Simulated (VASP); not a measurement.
Here is the system:

```yaml
crystal:
  lattice:
    - [0.00000, 3.28845, 3.28845]
    - [3.28845, 0.00000, 3.28845]
    - [3.28845, 3.28845, 0.00000]
  atoms:
    - { symbol: K, position: [0.00000, 0.00000, 0.00000] }
    - { symbol: Br, position: [0.50000, 0.50000, 0.50000] }
```

Level of theory: PBE GGA with D3 dispersion (Becke-Johnson damping), VASP's PBE PAW potentials (set 64) (plane waves; VASP). Numerical set-up: 520 eV cut-off, Gaussian smearing of 0.050 eV, potentials K_sv Br.

Question: Estimate the band gap (along the path) with the smallest direct gap where there is one.

Answer: 
```
Item                                   Result
------------------------------------  -------
band gap (along the path)             4.46 eV
smallest direct gap (along the path)  4.46 eV
```

Total energies compare only between runs with the same potentials, cut-off and functional.

The compound is KBr in the rock salt structure. It was relaxed first.
